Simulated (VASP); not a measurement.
```
CELL_PARAMETERS angstrom
      3.85581     0.00000     0.00000
      0.00000     3.85581     0.00000
      0.00000     0.00000     3.85581
ATOMIC_POSITIONS crystal
  Ti 0.00000 0.00000 0.00000
  Pt 0.00000 0.50000 0.50000
  Pt 0.50000 0.00000 0.50000
  Pt 0.50000 0.50000 0.00000
```

Calculation: PBE GGA with D3 dispersion (zero damping), VASP's PBE PAW potentials (set 64) (plane waves; VASP). Numerical set-up: 520 eV cut-off, 8×8×8 Γ-centred mesh, first-order Methfessel-Paxton smearing of 0.10 eV, potentials Ti_sv Pt.

**Question.** Give the stress tensor in GPa (positive for a compressed cell).

**Answer.** 
```
8.51  0.00  0.00
0.00  8.51  0.00
0.00  0.00  8.51
```
The pressure is its mean diagonal, 8.51 GPa.

The compound is Pt3Ti in the L1_2 structure. This cell is one point of a volume scan, at 0.97 of the reference volume.
